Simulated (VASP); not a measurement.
Consider the following.

```
CELL_PARAMETERS angstrom
      4.13750     0.00000     0.00000
     -2.06875     3.58318     0.00000
      0.00000     0.00000     5.26362
ATOMIC_POSITIONS crystal
  Pb 0.33333 0.66667 0.96264
  Pb 0.66667 0.33333 0.46264
  O  0.33333 0.66667 0.41236
  O  0.66667 0.33333 0.91236
```

Calculation: PBEsol GGA, VASP's PBE PAW potentials (set 64) (plane waves; VASP). Numerical set-up: 620 eV cut-off, 6×6×4 Γ-centred mesh, Gaussian smearing of 0.050 eV, potentials Pb_d O.

Unless said otherwise, spin-orbit coupling is left out, though it shifts the bands of the heavy elements here.

Task: What does the run give for the energy per atom (σ→0), pressure, band gap (on the k-mesh) with the smallest direct gap where there is one?

Result: 
```yaml
band gap (on the k-mesh): 1.43 eV
smallest direct gap (on the k-mesh): 1.45 eV
energy per atom (σ→0): -5512 meV/atom
pressure: 5.00 GPa
```

Only differences to runs with the same potentials and settings are physical.

The structure was generated: PbO was put into the wurtzite type (P6_3mc), which need not be its known phase. It was relaxed first under an external pressure of 5 GPa.
